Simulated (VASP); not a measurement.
Given:

```
CELL_PARAMETERS angstrom
      1.38000    -2.39023     0.00000
      1.38000     2.39023     0.00000
      0.00000     0.00000     4.46000
ATOMIC_POSITIONS crystal
  Re 0.33333 0.66667 0.25000
  Re 0.66667 0.33333 0.75000
```

Computed with PBE GGA, VASP's PBE PAW potentials (set 64) (plane waves; VASP). Settings: EDIFF = 1E-5, 400 eV cut-off, 14×14×8 Γ-centred mesh, first-order Methfessel-Paxton smearing of 0.10 eV, potentials Re.

Unless said otherwise, spin-orbit coupling is left out, though it shifts the bands of the heavy elements here.

Predict the energy per atom (σ→0), pressure, band gap (on the k-mesh) with the smallest direct gap where there is one.

The band gap (on the k-mesh) comes out as none (metal, semimetal or under 0.01 eV), the energy per atom (σ→0) comes out as -12.422 eV/atom and the pressure is 5.75 GPa.

The compound is Re in the hcp structure. The cell was not relaxed at this level. The run is one of a series of settings (EDIFF = 1E-5 against the base run), some of them coarse on purpose.
